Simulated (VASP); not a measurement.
These are rev-vdW-DF2, VASP's PBE PAW potentials (set 64) (plane waves; VASP 6.6.1) values and carry that method's errors.

Input for VASP

**INCAR**
```
SYSTEM  =  Tl
PREC  =  Accurate; ENCUT  =  520; LREAL  =  .FALSE.
LASPH  =  .TRUE.
EDIFF  =  1E-7; NELM  =  100; ALGO  =  Normal
LMAXMIX  =  4
ISMEAR  =  -5
GGA  =  MK; LUSE_VDW  =  .TRUE.; AGGAC  =  0.0
PARAM1  =  0.1234568; PARAM2  =  0.7114; ZAB_VDW  =  -1.8867
ISIF  =  2
LWAVE  =  .FALSE.; LCHARG  =  .TRUE.; LORBIT  =  11
NEDOS  =  601
```

### KPOINTS
```
K-points
0
gamma
  13 13 8
0 0 0
```

### POSCAR
```
Tl
1
    1.7640370932    -3.0554019808     0.0000000000
    1.7640370932     3.0554019808     0.0000000000
    0.0000000000     0.0000000000     5.5684106430
Tl
2
Direct
  0.3333330000   0.6666670000   0.2500000000
  0.6666670000   0.3333330000   0.7500000000
```

POTCAR, in this order: Tl_d (PBE.64 set). Program: vasp_std.

Output

File OSZICAR:
```
       N       E                     dE             d eps       ncg     rms          rms(c)
DAV:   1     0.132464928687E+03    0.13246E+03   -0.14421E+04  3594   0.144E+03
DAV:   2     0.310438787426E+01   -0.12936E+03   -0.12795E+03  3835   0.293E+02
DAV:   3     0.944709512340E+00   -0.21597E+01   -0.21479E+01  4200   0.336E+01
DAV:   4     0.930885684545E+00   -0.13824E-01   -0.13769E-01  3997   0.267E+00
DAV:   5     0.930709524517E+00   -0.17616E-03   -0.17604E-03  4050   0.307E-01    0.253E+00
DAV:   6     0.977117684536E+00    0.46408E-01   -0.91591E-02  3772   0.251E+00    0.179E+00
DAV:   7     0.985455516795E+00    0.83378E-02   -0.33658E-02  3711   0.150E+00    0.711E-01
DAV:   8     0.986067685214E+00    0.61217E-03   -0.18379E-03  3760   0.372E-01    0.352E-02
DAV:   9     0.986065126591E+00   -0.25586E-05   -0.11664E-05  4355   0.310E-02    0.931E-03
DAV:  10     0.986062110002E+00   -0.30166E-05   -0.35408E-06  3755   0.165E-02    0.931E-04
DAV:  11     0.986061917162E+00   -0.19284E-06   -0.10691E-07  2238   0.257E-03    0.429E-04
DAV:  12     0.986061862036E+00   -0.55127E-07   -0.19650E-08  1941   0.122E-03
   1 F= 0.98606186E+00 E0= 0.98606186E+00  d E =0.000000E+00
```

File OUTCAR:
```
------------------------ aborting loop because EDIFF is reached ----------------------------------------
  FORCE on cell =-STRESS in cart. coord.  units (eV):
  Direction    XX          YY          ZZ          XY          YZ          ZX
  --------------------------------------------------------------------------------------
  Total       -0.0058638     -0.0058638     -0.0172043      0.0000000      0.0000000      0.0000000
  in kB       -0.1565125     -0.1565125     -0.4592093      0.0000000      0.0000000      0.0000000
  external PRESSURE =      -0.2574115 kB  Pullay stress =       0.0000000 kB
  volume of cell :       60.03
      direct lattice vectors                 reciprocal lattice vectors
     1.764037093 -3.055401981  0.000000000     0.283440752 -0.163644589  0.000000000
     1.764037093  3.055401981  0.000000000     0.283440752  0.163644589  0.000000000
     0.000000000  0.000000000  5.568410643     0.000000000  0.000000000  0.179584457
 POSITION                                       TOTAL-FORCE (eV/Angst)
 -----------------------------------------------------------------------------------
      1.76404      1.01847      1.39210        -0.000000      0.000000      0.000000
      1.76404     -1.01847      4.17631         0.000000     -0.000000      0.000000
 -----------------------------------------------------------------------------------
    total drift:                               -0.000000      0.000469      0.000009
  FREE ENERGIE OF THE ION-ELECTRON SYSTEM (eV)
  ---------------------------------------------------
  free  energy   TOTEN  =         0.9860618620 eV

  energy  without entropy=        0.9860618620  energy(sigma->0) =        0.98606186

 total charge

# of ion       s       p       d       tot
------------------------------------------
    1        1.187   0.375   9.634  11.196
    2        1.187   0.375   9.634  11.196
--------------------------------------------------
tot          2.374   0.750  19.269  22.393
```
(Selected blocks of OUTCAR.)

For a metal the tetrahedron method with Blöchl corrections gives inexact stress and forces.

The compound is Tl in the hcp structure. It was relaxed first.
